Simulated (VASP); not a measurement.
Computed with PBE GGA, VASP's PBE PAW potentials (set 64) (plane waves; VASP 6.6.1).

Input for VASP

**POSCAR**
```
BiAs
1
    4.1950440000     0.0000000000     0.0000000000
    0.0000000000     4.9556840000     0.0000000000
    0.0000000000     0.0000000000    17.0866110000
As Bi
2 2
Direct
  0.7500000000   0.8723000000   0.5903230000
  0.2500000000   0.3723000000   0.4096770000
  0.2500000000   0.5023000000   0.5702670000
  0.7500000000   0.0023000000   0.4297330000
```

**KPOINTS**
```
Regular mesh
0
gamma
 2 2 1
0 0 0
```

### INCAR
```
ALGO  =  Normal
EDIFF  =  1E-6
ENCUT  =  300
GGA  =  PE
ISIF  =  2
ISMEAR  =  -1
LASPH  =  T
LCHARG  =  F
LMAXMIX  =  4
LREAL  =  F
LWAVE  =  F
NELM  =  100
PREC  =  Accurate
SIGMA  =  0.1
SYSTEM  =  BiAs
```

POTCAR, in this order: As Bi_d (PBE.64 set). Program: vasp_std.

The cell holds a wide vacuum, so values per volume refer to the whole cell. Gaps are read on the run's mesh, which can miss a band edge. Unless said otherwise, spin-orbit coupling is left out, though it shifts the bands of the heavy elements here.

### Question
What does the run give for the energy per atom (σ→0), largest force, band gap (on the k-mesh)?

### Answer

```json
{
 "energy per atom (σ→0)": "-4.048 eV/atom",
 "band gap (on the k-mesh)": "1.45 eV",
 "largest_force": "0.674 eV/Å"
}
```

### OSZICAR
```
...
DAV:  15    -0.161906412274E+02   -0.74059E-04   -0.60172E-06   208   0.109E-02    0.379E-03
DAV:  16    -0.161907686294E+02   -0.12740E-03   -0.87344E-06   152   0.102E-02    0.238E-03
DAV:  17    -0.161908217990E+02   -0.53170E-04   -0.32135E-06   184   0.533E-03    0.139E-03
DAV:  18    -0.161908473215E+02   -0.25522E-04   -0.21378E-06   176   0.315E-03    0.110E-03
DAV:  19    -0.161908524993E+02   -0.51779E-05   -0.31230E-07   168   0.152E-03    0.278E-04
DAV:  20    -0.161908536645E+02   -0.11651E-05   -0.63775E-08   128   0.834E-04    0.170E-04
DAV:  21    -0.161908537788E+02   -0.11431E-06   -0.64466E-09   120   0.433E-04
   1 F= -.16190854E+02 E0= -.16190070E+02  d E =-.156727E-02
```

The cell is a sheet with vacuum, built from a generated structure.
